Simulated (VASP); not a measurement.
# Ir: Ir into a neighbouring Ir vacancy, part 4 of 4

How hard is this move in Ir: Ir into a neighbouring Ir vacancy? Both ends are relaxed first, then a band of images between them.

VASP 6.6.1; PBEsol; plane waves and PAW (Ir).

So far. Step 3 (Relax the start): The run ended after 7 ionic steps, 0.263 eV below its first step, once the forces on the free atoms met EDIFFG = -0.05. Step 4 (Relax the end): The run ended after 7 ionic steps, 0.296 eV below its first step, once the forces on the free atoms met EDIFFG = -0.05.

**5. Nudged elastic band**

Images on a straight line between the ends relax across the path, while springs keep them spaced along it.

INCAR reads:

```
SYSTEM = Ir
PREC = Normal
ENCUT = 280
EDIFF = 1E-05
NELM = 120
ISMEAR = 1
SIGMA = 0.15
LREAL = Auto
ALGO = Fast
GGA = PS
NBANDS = 162
LASPH = .TRUE.
LWAVE = .FALSE.
LCHARG = .FALSE.
NCORE = 2
IMAGES = 3
SPRING = -5
IBRION = 1
POTIM = 0.3
NSW = 50
EDIFFG = -0.05
ISYM = 0
ISIF = 0
```

POSCAR reads:

```
Ir
1.0
    7.6648194896      0.0000000000      0.0000000000
    0.0000000000      7.6648194896      0.0000000000
    0.0000000000      0.0000000000      7.6648194896
Ir
31
Direct
    0.7488035335      0.2488394671      0.9996251891
    0.7485943057      0.0000615027      0.2483632794
    0.9999392811      0.9999760579      0.9997145014
    0.2514164728      0.2486030814      0.9997227242
    0.5000178579      0.4999593918      0.9996547921
    0.7489164598      0.7509406350      0.9996732367
    0.2509539546      0.9997572136      0.2487690999
    0.4999050247      0.2489658261      0.2487932232
    0.7498420675      0.4997253231      0.2495866523
    0.5001419073      0.9999678638      0.4998610820
    0.7500615985      0.2498638357      0.4996321279
    0.7491956188      0.9999086261      0.7507779516
    0.0000689303      0.4997850090      0.9996410725
    0.2507830550      0.7509141687      0.9997018830
    0.9999627587      0.2497379984      0.2495269794
    0.2499881389      0.4998120283      0.2495341751
    0.4998937764      0.7510172000      0.2484986220
    0.9999978240      0.9998186799      0.4996770029
    0.2500389030      0.2497634200      0.4996662310
    0.5000762553      0.5001158452      0.4996705108
    0.7498982310      0.7500914368      0.4995772383
    0.2511950599      0.9999522941      0.7508653599
    0.5002392318      0.2489247269      0.7507004351
    0.7501266606      0.5000297470      0.7496518130
    0.9997011826      0.7498846271      0.2496554122
    0.0000558976      0.4998184391      0.4996263009
    0.2501684784      0.7498830694      0.4997234040
    0.0001618492      0.2498258486      0.7498035126
    0.2503037989      0.4997736204      0.7496902410
    0.5000158700      0.7512530587      0.7511462823
    0.0001860056      0.7498881169      0.7496740459
```

KPOINTS reads:

```
Automatic mesh
0
Monkhorst-Pack
3 3 3
0 0 0
```

00/POSCAR reads:

```
Ir
1.0
    7.6648194896      0.0000000000      0.0000000000
    0.0000000000      7.6648194896      0.0000000000
    0.0000000000      0.0000000000      7.6648194896
Ir
31
Direct
    0.7488035335      0.2488394671      0.9996251891
    0.7485943057      0.0000615027      0.2483632794
    0.9999392811      0.9999760579      0.9997145014
    0.2514164728      0.2486030814      0.9997227242
    0.5000178579      0.4999593918      0.9996547921
    0.7489164598      0.7509406350      0.9996732367
    0.2509539546      0.9997572136      0.2487690999
    0.4999050247      0.2489658261      0.2487932232
    0.7498420675      0.4997253231      0.2495866523
    0.5001419073      0.9999678638      0.4998610820
    0.7500615985      0.2498638357      0.4996321279
    0.7491956188      0.9999086261      0.7507779516
    0.0000689303      0.4997850090      0.9996410725
    0.2507830550      0.7509141687      0.9997018830
    0.9999627587      0.2497379984      0.2495269794
    0.2499881389      0.4998120283      0.2495341751
    0.4998937764      0.7510172000      0.2484986220
    0.9999978240      0.9998186799      0.4996770029
    0.2500389030      0.2497634200      0.4996662310
    0.5000762553      0.5001158452      0.4996705108
    0.7498982310      0.7500914368      0.4995772383
    0.2511950599      0.9999522941      0.7508653599
    0.5002392318      0.2489247269      0.7507004351
    0.7501266606      0.5000297470      0.7496518130
    0.9997011826      0.7498846271      0.2496554122
    0.0000558976      0.4998184391      0.4996263009
    0.2501684784      0.7498830694      0.4997234040
    0.0001618492      0.2498258486      0.7498035126
    0.2503037989      0.4997736204      0.7496902410
    0.5000158700      0.7512530587      0.7511462823
    0.0001860056      0.7498881169      0.7496740459
```

01/POSCAR reads:

```
Ir
1.0
    7.6648194896      0.0000000000      0.0000000000
    0.0000000000      7.6648194896      0.0000000000
    0.0000000000      0.0000000000      7.6648194896
Ir
31
Direct
    0.6869077662      0.1869591035      0.9994360723
    0.7490434941      0.0003909265      0.2481952095
    0.9998182000      1.0003103082      0.9995257187
    0.2510977260      0.2490158645      0.9995068332
    0.5003598812      0.4997215934      0.9994705546
    0.7492449916      0.7508178075      0.9994628781
    0.2508202927      0.9998724843      0.2487778306
    0.5002767096      0.2492989675      0.2485082808
    0.7499653687      0.4996180676      0.2492355638
    0.5002113381      1.0000503928      0.4995979542
    0.7500644900      0.2499467817      0.4994331021
    0.7494461672      1.0002764892      0.7506071361
   -0.0001789692      0.4996854410      0.9995361298
    0.2506565165      0.7507471914      0.9995118954
    0.9997824448      0.2498703543      0.2491382375
    0.2500639373      0.4998963275      0.2493786626
    0.5000524092      0.7507984091      0.2485607744
    1.0000269576      0.9999733577      0.4994899491
    0.2500143114      0.2499013530      0.4994374077
    0.5001276140      0.5001527295      0.4995119390
    0.7500104191      0.7501338422      0.4994124182
    0.2509647728      1.0000687799      0.7503342142
    0.5004232287      0.2492656168      0.7504089385
    0.7501321090      0.4998279058      0.7497365277
    0.9998736903      0.7499837111      0.2495152960
    0.0001229973      0.4999126906      0.4995339056
    0.2502314674      0.7500161674      0.4995366861
   -0.0001698863      0.2499671676      0.7499428744
    0.2502652574      0.4998958494      0.7495643988
    0.5000679566      0.7510062568      0.7506059019
    0.0001915036      0.7500123147      0.7495511597
```

02/POSCAR reads:

```
Ir
1.0
    7.6648194896      0.0000000000      0.0000000000
    0.0000000000      7.6648194896      0.0000000000
    0.0000000000      0.0000000000      7.6648194896
Ir
31
Direct
    0.6250119988      0.1250787398      0.9992469556
    0.7494926825      0.0007203503      0.2480271396
    0.9996971190      1.0006445585      0.9993369360
    0.2507789793      0.2494286476      0.9992909421
    0.5007019045      0.4994837949      0.9992863172
    0.7495735235      0.7506949800      0.9992525195
    0.2506866309      0.9999877550      0.2487865614
    0.5006483944      0.2496321088      0.2482233384
    0.7500886699      0.4995108122      0.2488844753
    0.5002807690      1.0001329218      0.4993348264
    0.7500673816      0.2500297278      0.4992340762
    0.7496967157      1.0006443524      0.7504363206
   -0.0004268688      0.4995858730      0.9994311871
    0.2505299780      0.7505802140      0.9993219079
    0.9996021308      0.2500027102      0.2487494956
    0.2501397358      0.4999806267      0.2492231501
    0.5002110420      0.7505796181      0.2486229269
    1.0000560912      1.0001280356      0.4993028954
    0.2499897198      0.2500392859      0.4992085845
    0.5001789727      0.5001896138      0.4993533671
    0.7501226072      0.7501762475      0.4992475980
    0.2507344858      1.0001852658      0.7498030686
    0.5006072256      0.2496065068      0.7501174418
    0.7501375575      0.4996260645      0.7498212424
    1.0000461980      0.7500827950      0.2493751797
    0.0001900970      0.5000069421      0.4994415102
    0.2502944564      0.7501492654      0.4993499682
   -0.0005016219      0.2501084866      0.7500822362
    0.2502267158      0.5000180784      0.7494385567
    0.5001200432      0.7507594550      0.7500655215
    0.0001970017      0.7501365125      0.7494282736
```

03/POSCAR reads:

```
Ir
1.0
    7.6648194896      0.0000000000      0.0000000000
    0.0000000000      7.6648194896      0.0000000000
    0.0000000000      0.0000000000      7.6648194896
Ir
31
Direct
    0.5631162315      0.0631983762      0.9990578388
    0.7499418709      0.0010497741      0.2478590698
    0.9995760380      1.0009788088      0.9991481532
    0.2504602325      0.2498414307      0.9990750510
    0.5010439278      0.4992459964      0.9991020797
    0.7499020554      0.7505721524      0.9990421609
    0.2505529690      1.0001030258      0.2487952921
    0.5010200793      0.2499652502      0.2479383960
    0.7502119711      0.4994035568      0.2485333868
    0.5003501998      1.0002154508      0.4990716986
    0.7500702731      0.2501126738      0.4990350504
    0.7499472642      1.0010122155      0.7502655052
   -0.0006747683      0.4994863049      0.9993262444
    0.2504034394      0.7504132366      0.9991319204
    0.9994218168      0.2501350661      0.2483607536
    0.2502155342      0.5000649259      0.2490676376
    0.5003696747      0.7503608272      0.2486850794
    1.0000852249      1.0002827134      0.4991158416
    0.2499651283      0.2501772188      0.4989797612
    0.5002303314      0.5002264981      0.4991947952
    0.7502347953      0.7502186528      0.4990827778
    0.2505041987      1.0003017516      0.7492719230
    0.5007912225      0.2499473967      0.7498259452
    0.7501430060      0.4994242232      0.7499059572
    1.0002187058      0.7501818790      0.2492350634
    0.0002571966      0.5001011936      0.4993491148
    0.2503574453      0.7502823635      0.4991632502
   -0.0008333574      0.2502498055      0.7502215979
    0.2501881742      0.5001403075      0.7493127146
    0.5001721297      0.7505126532      0.7495251411
    0.0002024998      0.7502607103      0.7493053874
```

04/POSCAR reads:

```
Ir
1.0
    7.6648194896      0.0000000000      0.0000000000
    0.0000000000      7.6648194896      0.0000000000
    0.0000000000      0.0000000000      7.6648194896
Ir
31
Direct
    0.5012204642      0.0013180126      0.9988687220
    0.7503910593      0.0013791979      0.2476909999
    0.9994549569      1.0013130591      0.9989593705
    0.2501414857      0.2502542138      0.9988591600
    0.5013859511      0.4990081980      0.9989178422
    0.7502305872      0.7504493249      0.9988318023
    0.2504193072      1.0002182965      0.2488040228
    0.5013917642      0.2502983916      0.2476534536
    0.7503352723      0.4992963013      0.2481822983
    0.5004196306      1.0002979798      0.4988085708
    0.7500731646      0.2501956198      0.4988360246
    0.7501978126      1.0013800786      0.7500946897
   -0.0009226678      0.4993867369      0.9992213017
    0.2502769009      0.7502462593      0.9989419328
    0.9992415029      0.2502674220      0.2479720117
    0.2502913326      0.5001492251      0.2489121251
    0.5005283075      0.7501420362      0.2487472318
    1.0001143585      1.0004373912      0.4989287878
    0.2499405367      0.2503151518      0.4987509379
    0.5002816901      0.5002633824      0.4990362234
    0.7503469834      0.7502610582      0.4989179577
    0.2502739116      1.0004182375      0.7487407773
    0.5009752194      0.2502882866      0.7495344486
    0.7501484544      0.4992223820      0.7499906719
    1.0003912135      0.7502809629      0.2490949472
    0.0003242963      0.5001954451      0.4992567195
    0.2504204343      0.7504154615      0.4989765323
   -0.0011650930      0.2503911245      0.7503609597
    0.2501496327      0.5002625365      0.7491868724
    0.5002242163      0.7502658513      0.7489847607
    0.0002079978      0.7503849081      0.7491825012
```

The projector-augmented-wave data sets are Ir (PBE family, release 64).

Run with:

```console
$ mpirun -np 6 vasp_std
```

What it wrote:

```text
[banner, memory and clock lines left out]
running    6 mpi-ranks, on    1 nodes
 each image running on    2 cores
[...]
01/POSCAR found :  1 types and      31 ions
 [... a notice as in an earlier step ...]

 LDA part: xc-table for (Slater+PW92), standard interpolation
[...]
00/POSCAR found :  1 types and      31 ions
[...]
04/POSCAR found :  1 types and      31 ions
 POSCAR, INCAR and KPOINTS ok, starting setup
[...]
entering main loop
       N       E                     dE             d eps       ncg     rms          rms(c)
DAV:   1     0.209909065977E+04    0.20991E+04   -0.84115E+04  4536   0.105E+03
DAV:   2    -0.132977052075E+03   -0.22321E+04   -0.21702E+04  4544   0.443E+02
DAV:   3    -0.307203444774E+03   -0.17423E+03   -0.16030E+03  6484   0.103E+02
DAV:   4    -0.320099815837E+03   -0.12896E+02   -0.12426E+02  6360   0.280E+01
[...]
RMM:  19    -0.301149417250E+03    0.15601E-04   -0.79903E-05  4172   0.188E-02    0.801E-02
RMM:  20    -0.301149360639E+03    0.56611E-04   -0.14923E-04  5035   0.292E-02    0.325E-02
RMM:  21    -0.301149355068E+03    0.55705E-05   -0.29305E-05  2871   0.137E-02
   1 F= -.30114936E+03 E0= -.30115546E+03  d E =-.301149E+03
[... from here on, the cycles between the ionic steps are left out ...]
   2 F= -.30149741E+03 E0= -.30150426E+03  d E =-.348058E+00
   5 F= -.30168714E+03 E0= -.30169412E+03  d E =-.256698E-01
   9 F= -.30176488E+03 E0= -.30177197E+03  d E =-.305029E-01
  13 F= -.30234388E+03 E0= -.30234911E+03  d E =-.333421E+00
  17 F= -.30279008E+03 E0= -.30279312E+03  d E =0.420187E-01
  21 F= -.30269399E+03 E0= -.30269750E+03  d E =-.346786E-01
  25 F= -.30261895E+03 E0= -.30262283E+03  d E =0.118709E-01
  29 F= -.30269450E+03 E0= -.30269793E+03  d E =-.210883E-01
  33 F= -.30271851E+03 E0= -.30272181E+03  d E =-.413940E-03
  37 F= -.30271502E+03 E0= -.30271833E+03  d E =0.461686E-02
  41 F= -.30271851E+03 E0= -.30272180E+03  d E =-.595338E-02
  45 F= -.30271457E+03 E0= -.30271789E+03  d E =0.837909E-02
  49 F= -.30271401E+03 E0= -.30271733E+03  d E =-.179378E-02
  50 F= -.30272887E+03 E0= -.30273212E+03  d E =-.148570E-01
 BRION: g(F)=  0.808E-02 g(S)=  0.000E+00 retain N=  2 mean eig= 6.68
 eig:   6.682  6.682
```

It took 2.2 h on 6 MPI ranks of Intel Xeon Platinum 8375C at 2.90GHz (Ice Lake), shared host; peak memory 1.6 GiB.

From OUTCAR (step 5):

```text
  tangential force (eV/A)        -2.318840
  left and right image   2.345110  2.338736 A

  tangential force (eV/A)        -2.300078
  left and right image   2.345681  2.339870 A

 k-point     1 :       0.0000    0.0000    0.0000
  band No.  band energies     occupation
    ...
    139       9.3485      2.00122
    140       9.6166      2.00384
    141       9.6844      1.61901
    142       9.6872      1.59432
    143       9.6924      1.54780
    144       9.9827     -0.04707
    145      10.0635     -0.01032
    146      10.1270     -0.00183
    147      10.3819     -0.00000
    148      10.4413     -0.00000
    ...

 POSITION                                       TOTAL-FORCE (eV/Angst)
 -----------------------------------------------------------------------------------
      5.23746      1.41099      7.63421         1.507608      1.498871     -0.001881
      5.45945     -0.31167      1.91832        -0.142124      0.024227     -0.226085
      7.35751     -0.27938      7.63386         0.011022     -0.088802      0.000455
      1.61993      1.62968      7.63381        -0.094206     -0.027314      0.000633
      3.54783      3.53019      7.63391        -0.092257      0.015229      0.000405
      5.45673      5.45789      7.63393        -0.028105     -0.095112     -0.001406
      1.63362      7.38164      1.86650        -0.054840     -0.039206      0.037822
      3.51537      1.63188      1.91840         0.023573     -0.135945     -0.227835
      5.45900      3.52781      1.86458        -0.068300     -0.032087      0.050249
      3.52961     -0.29756      3.80133        -0.010566     -0.010547      0.002201
      5.46490      1.63781      3.80156        -0.092066     -0.091450     -0.000495
      5.45861     -0.31161      5.68518        -0.135969      0.023606      0.222765
      7.37402      3.54716      7.63393        -0.047154     -0.049602     -0.000135
      1.62558      5.46307      7.63376        -0.046900     -0.042917      0.001451
[...]
-----------------------------------------------------------------------------------
    total drift:                               -0.320440     -0.327689     -0.044606

  FREE ENERGIE OF THE ION-ELECTRON SYSTEM (eV)
  ---------------------------------------------------
  free  energy   TOTEN  =      -302.7288672327 eV

  energy  without entropy=     -302.7386361784  energy(sigma->0) =     -302.73212355

  tangential force (eV/A)        -2.257790
  left and right image   2.374478  2.370966 A

[... 5 parts as in an earlier step ...]

[... 10 further parts left out ...]
[key lines of the parts left out:]
E-fermi :   9.7442
```

The band used up its steps before its forces met the threshold, so no barrier is taken from it.

**6. Summary of results**

| Item | Value |
| --- | --- |
| result | none |

What this shows: The session ends without its result: «nudged elastic band» used up its steps.

[Lines on the potential files, build, host, timing and source positions are cut from VASP's logs without a mark.]

[Logs are printed without paths, hosts, clocks, repeated set-up lines and the standing remarks that a program may print on its own settings, such as how far it seeks lower states.]

[Hosts, paths, dates, database ids (printed as entryN), source tags and the programs' standing remarks are cut or masked in the printed files.]

[Runs that stopped without an error message from VASP are left out.]
